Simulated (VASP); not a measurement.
## Ho (relaxed from the simple-cubic structure, space group Pm-3m): computed properties

These are PBEsol GGA, VASP's PBE PAW potentials (set 64) (plane waves; VASP) values and carry that method's errors.

space group: Pm-3m (221)
cell: a = 3.1615 Å, b = 3.1615 Å, c = 3.1615 Å, α = 90.00°, β = 90.00°, γ = 90.00°
volume per atom: 31.60 Å³/atom
band gap (over mesh and band path): none (metal, semimetal or under 0.01 eV)
density: 8.67 g/cm³

```
Ho
1.0
    3.16148     0.00000     0.00000
    0.00000     3.16148     0.00000
    0.00000     0.00000     3.16148
Ho
1
Direct
  0.00000   0.00000   0.00000
```

The 4f electrons are frozen in the core of the lanthanide potential, so 4f levels, which can set the real gap, and their magnetism are missing.

The structure was generated: Ho was put into the simple-cubic type (Pm-3m), which need not be its known phase. It was relaxed first, which changed the volume by -10 %. Symmetry was kept, so distortions that lower it aren't found.
